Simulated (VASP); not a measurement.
OSZICAR of a VASP run on V (a trial cell in the beta-Sn structure, space group I4_1/amd):

**OSZICAR**
```
       N       E                     dE             d eps       ncg     rms          rms(c)
DAV:   1     0.258282433332E+03    0.25828E+03   -0.13463E+04 18624   0.133E+03
DAV:   2    -0.101334126162E+02   -0.26842E+03   -0.26371E+03 18877   0.451E+02
DAV:   3    -0.179072997087E+02   -0.77739E+01   -0.75848E+01 22169   0.884E+01
DAV:   4    -0.180153310074E+02   -0.10803E+00   -0.10733E+00 20811   0.975E+00
DAV:   5    -0.180165187881E+02   -0.11878E-02   -0.11876E-02 21281   0.110E+00    0.254E+01
DAV:   6    -0.168675616924E+02    0.11490E+01   -0.10697E+01 19880   0.308E+01    0.480E+00
DAV:   7    -0.169954157961E+02   -0.12785E+00   -0.52787E-01 20364   0.656E+00    0.387E+00
DAV:   8    -0.170204726942E+02   -0.25057E-01   -0.17928E-02 20102   0.161E+00    0.142E+00
DAV:   9    -0.170233896861E+02   -0.29170E-02   -0.12979E-02 19481   0.119E+00    0.533E-01
DAV:  10    -0.170244227242E+02   -0.10330E-02   -0.24818E-03 21311   0.487E-01    0.157E-01
DAV:  11    -0.170247627132E+02   -0.33999E-03   -0.28905E-04 19577   0.160E-01    0.713E-02
DAV:  12    -0.170247965526E+02   -0.33839E-04   -0.73511E-05 19916   0.639E-02    0.164E-02
DAV:  13    -0.170247971894E+02   -0.63676E-06   -0.56994E-06 15711   0.200E-02
   1 F= -.17024797E+02 E0= -.17024976E+02  d E =0.537714E-03  mag=     0.0014
```

### Question
Which electronic solver shows in the log?

### Answer
It is blocked Davidson (ALGO = Normal, or the opening steps of other solvers). The INCAR had ALGO = Normal.

### Question
How was spin treated?

### Answer
Collinear spin (ISPIN = 2): the summary line carries one mag value, 0.00 μB in the cell.

### Question
Can the final energy be trusted as converged?

### Answer
The run converged. It stopped with EDIFF = 1E-6, NELM = 100 (PBE GGA, plane waves, VASP's PBE PAW potentials (set 64)).

The structure was generated: V was put into the beta-Sn type (I4_1/amd), which need not be its known phase. The cell was not relaxed at this level. The run is one of a series of settings (ADDGRID = .TRUE. against the base run), some of them coarse on purpose.
